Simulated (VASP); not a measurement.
RuSe:

```
Ru Se
1.0
     0.00000    2.90633    2.90633
     2.90633    0.00000    2.90633
     2.90633    2.90633    0.00000
Ru Se
1 1
Direct
  0.00000 0.00000 0.00000
  0.25000 0.25000 0.25000
```

The cell comes from a database or a generator and needn't be the stable form of this composition.

Program: VASP 6.6.1. Alike in all runs: task single point; potentials or basis VASP PAW PBE potentials, release 64 (Ru_pv, Se); cell as given; k mesh 6 × 6 × 6; cutoff (eV) 520; smearing gaussian 0.05 eV.

Problem. Order these runs on this cell by their pressure, lowest first.
A. level r2SCAN+U; spin collinear, ferromagnetic start; U Ru d U = 3 eV
B. level PBE+U; spin off; U Ru d U = 4 eV
C. level r2SCAN+U; spin collinear, ferromagnetic start; U Ru d U = 5 eV

Solution. B (-11.7 GPa), A (-1.3 GPa), C (2.1 GPa).

Caveats: the PAW data sets were made with another functional, which shifts forces and pressure a little (some runs); U without spin polarisation on a metal has little footing (some runs).

Not every run made on this cell is shown here.
